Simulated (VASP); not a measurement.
Here is the system:

```
Ga
1.0
    2.20563    -3.80642     0.00000
    2.20563     3.80642     0.00000
    0.00000     0.00000     4.53700
Ga
4
Direct
  0.15554   0.84446   0.91814
  0.34446   0.65554   0.41814
  0.65554   0.34446   0.58186
  0.84446   0.15554   0.08186
```

Computed with AM05 GGA, VASP's PBE PAW potentials (set 64) (plane waves; VASP 6.6.1). Settings: 520 eV cut-off, 9×9×8 Γ-centred mesh, tetrahedra with Blöchl corrections, potentials Ga_d.

The cores are frozen, which limits the accuracy of field gradients.

**Question.** Give the principal components of the electric field gradient (V/Å²) and the asymmetry η at each nucleus.

**Answer.** 
```tsv
atom	Vxx	Vyy	Vzz	η
Ga1	20.5	18.7	-39.3	0.05
Ga2	20.5	18.7	-39.3	0.05
Ga3	20.5	18.7	-39.3	0.05
Ga4	20.5	18.7	-39.3	0.05
```

The compound is Ga in the alpha structure. It was relaxed first.
